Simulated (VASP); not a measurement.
Method: PBE GGA, VASP's PBE PAW potentials (set 64) (plane waves; VASP).

VASP ran on this input.

**INCAR**
```
! general
SYSTEM   =  PtSe2
PREC     =  Accurate
ENCUT    =  400
LREAL    =  .FALSE.
LASPH    =  .TRUE.   ! aspherical one-centre terms

! electronic loop
EDIFF    =  1E-6   ! SCF stop (eV)
NELM     =  100   ! most electronic steps
ALGO     =  Normal   ! blocked Davidson
LMAXMIX  =  6   ! l cut-off of mixed one-centre charges

! smearing
ISMEAR   =  0   ! Gaussian
SIGMA    =  0.05

! functional
GGA      =  PE

! ions
ISIF     =  2   ! forces and stress, cell fixed

! output
LWAVE    =  .FALSE.
LCHARG   =  .FALSE.
```

File POSCAR:
```
PtSe2
10.36320
  0.1835629921  -0.3179404045   0.0000000000
  0.1835629921   0.3179404045   0.0000000000
  0.0000000000   0.0000000000   0.5000000000
Pt Se
1 2
Cart
  0.0000000000   0.0000000000   0.0000000000
  0.1835629921   0.1059803468   0.1275000000
  0.1835629921  -0.1059803468   0.3725000000
```

### KPOINTS
```
Automatic mesh
0
Gamma
5 5 4
0 0 0
```

POTCAR, in this order: Pt Se (PBE.64 set). Program: vasp_std.

The run wrote:

File OSZICAR:
```
       N       E                     dE             d eps       ncg     rms          rms(c)
DAV:   1     0.990475530377E+02    0.99048E+02   -0.86174E+03   510   0.103E+03
DAV:   2    -0.111765576106E+02   -0.11022E+03   -0.10841E+03   685   0.214E+02
DAV:   3    -0.149942956689E+02   -0.38177E+01   -0.38049E+01   629   0.437E+01
DAV:   4    -0.150208151677E+02   -0.26519E-01   -0.26517E-01   657   0.390E+00
DAV:   5    -0.150211632543E+02   -0.34809E-03   -0.34808E-03   615   0.412E-01    0.113E+01
DAV:   6    -0.145043815957E+02    0.51678E+00   -0.53465E+00   517   0.224E+01    0.728E+00
DAV:   7    -0.142667463168E+02    0.23764E+00   -0.10427E+00   517   0.108E+01    0.341E+00
DAV:   8    -0.142536526962E+02    0.13094E-01   -0.87038E-02   545   0.198E+00    0.885E-01
DAV:   9    -0.142495741040E+02    0.40786E-02   -0.12324E-02   566   0.120E+00    0.215E-01
DAV:  10    -0.142497176951E+02   -0.14359E-03   -0.20123E-03   594   0.299E-01    0.403E-02
DAV:  11    -0.142497240309E+02   -0.63358E-05   -0.36767E-05   650   0.463E-02    0.273E-02
DAV:  12    -0.142497298149E+02   -0.57840E-05   -0.89144E-06   559   0.221E-02    0.792E-03
DAV:  13    -0.142497308430E+02   -0.10282E-05   -0.24152E-06   577   0.101E-02    0.140E-03
DAV:  14    -0.142497309575E+02   -0.11447E-06   -0.17510E-07   367   0.308E-03
   1 F= -.14249731E+02 E0= -.14249201E+02  d E =-.106003E-02
```

**OUTCAR**
```
------------------------ aborting loop because EDIFF is reached ----------------------------------------
  FORCE on cell =-STRESS in cart. coord.  units (eV):
  Direction    XX          YY          ZZ          XY          YZ          ZX
  --------------------------------------------------------------------------------------
  Total       -0.9562000     -0.9561999     -0.9070872     -0.0000000      0.0000000      0.0000000
  in kB      -23.5855958    -23.5855922    -22.3741807     -0.0000000      0.0000000      0.0000000
  external PRESSURE =     -23.1817896 kB  Pullay stress =       0.0000000 kB
  volume of cell :       64.95
      direct lattice vectors                 reciprocal lattice vectors
     1.902300000 -3.294880000  0.000000000     0.262839720 -0.151750595  0.000000000
     1.902300000  3.294880000  0.000000000     0.262839720  0.151750595  0.000000000
     0.000000000  0.000000000  5.181600000     0.000000000  0.000000000  0.192990582
 POSITION                                       TOTAL-FORCE (eV/Angst)
 -----------------------------------------------------------------------------------
      0.00000      0.00000      0.00000        -0.000000     -0.000000      0.000000
      1.90230      1.09830      1.32131         0.000000      0.000000     -0.514471
      1.90230     -1.09830      3.86029        -0.000000     -0.000000      0.514471
 -----------------------------------------------------------------------------------
    total drift:                                0.000000     -0.000000      0.000000
  FREE ENERGIE OF THE ION-ELECTRON SYSTEM (eV)
  ---------------------------------------------------
  free  energy   TOTEN  =       -14.2497309575 eV

  energy  without entropy=      -14.2486709285  energy(sigma->0) =      -14.24920094
```
(Selected blocks of OUTCAR.)

The compound is PtSe2 in the 1T layered structure. The cell was not relaxed at this level. The k-mesh is coarse (spacing up to 0.38 per Å, 2π included), so the numbers may not be converged in it.
